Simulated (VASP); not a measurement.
OSZICAR of a VASP run on Na (bcc):

**OSZICAR**
```
       N       E                     dE             d eps       ncg     rms          rms(c)
DAV:   1     0.215325853825E+02    0.21533E+02   -0.38533E+03  1176   0.832E+02
DAV:   2    -0.736672535373E+00   -0.22269E+02   -0.22263E+02  1225   0.143E+02
DAV:   3    -0.119096455451E+01   -0.45429E+00   -0.45429E+00  1610   0.292E+01
DAV:   4    -0.119432803728E+01   -0.33635E-02   -0.33633E-02  1379   0.222E+00
DAV:   5    -0.119438287188E+01   -0.54835E-04   -0.54832E-04  1547   0.253E-01    0.240E-01
DAV:   6    -0.119471706385E+01   -0.33419E-03   -0.23432E-04  1365   0.289E-01    0.157E-01
DAV:   7    -0.119466187215E+01    0.55192E-04   -0.72416E-04  1183   0.470E-01    0.145E-02
DAV:   8    -0.119465538636E+01    0.64858E-05   -0.42667E-05  1631   0.143E-01    0.219E-03
DAV:   9    -0.119465535514E+01    0.31222E-07   -0.53214E-07  1316   0.157E-02
   1 F= -.11946554E+01 E0= -.11946554E+01  d E =0.000000E+00
```

Which electronic solver shows in the log?

It is blocked Davidson (ALGO = Normal, or the opening steps of other solvers). The INCAR had ALGO = Normal.

Can the final energy be trusted as converged?

The calculation finished and met its thresholds. It stopped with EDIFF = 1E-7, NELM = 100 (RPBE GGA, plane waves, VASP's PBE PAW potentials (set 64)).

The compound is Na in the bcc structure. It was relaxed first.
